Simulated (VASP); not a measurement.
A run of VASP 6.6.1 is set up as follows.

The input INCAR:

```
SYSTEM = InSbO2
PREC = Accurate
ENCUT = 520
EDIFF = 1E-6
ISMEAR = 0
SIGMA = 0.1
LREAL = .FALSE.
LASPH = .TRUE.
NELM = 120
ALGO = Normal
ISIF = 3
LWAVE = .FALSE.
LCHARG = .FALSE.
GGA = PE
IBRION = 2
NSW = 90
EDIFFG = -0.01
KPAR = 4
```

File KPOINTS:

```
Automatic mesh
0
G
  8 8 4
  0 0 0
```

The input POSCAR:

```
InSbO2
1.0
    3.8290000000      0.0000000000      0.0000000000
    0.0000000000      3.8290000000      0.0000000000
    0.0000000000      0.0000000000      9.6320000000
In Sb O
2 2 4
Direct
    0.0000000000      0.5000000000      0.9034468400
    0.5000000000      0.0000000000      0.0965531600
    0.5000000000      0.0000000000      0.6481519900
    0.0000000000      0.5000000000      0.3518480100
    0.5000000000      0.5000000000      0.7420058100
    0.0000000000      0.0000000000      0.7420058100
    0.0000000000      0.0000000000      0.2579941900
    0.5000000000      0.5000000000      0.2579941900
```

Potentials or basis: VASP PAW PBE potentials, release 64 (In_d, Sb, O).

The run is started by

```console
$ cat potpaw_PBE.64/In_d/POTCAR potpaw_PBE.64/Sb/POTCAR potpaw_PBE.64/O/POTCAR > POTCAR
$ mpirun -np 4 vasp_std > vasp.out
```

Problem. What does it give for the relaxed cell?

Solution. a = 3.842 Å, b = 3.842 Å, c = 9.817 Å, α = 90.00°, β = 90.00°, γ = 90.00°.

Problem. Predict the band gap on the k mesh.

Solution. None (metal or under the smearing width).

Forces in eV/Å, atoms in the order of the input:
```
In   0.000  0.000  0.000
In   0.000  0.000  0.000
Sb   0.000  0.000 -0.001
Sb   0.000  0.000  0.001
O    0.000  0.000  0.005
O    0.000  0.000  0.005
O    0.000  0.000 -0.005
O    0.000  0.000 -0.005
```

Spin-orbit coupling is left out, which matters for the levels of Sb.
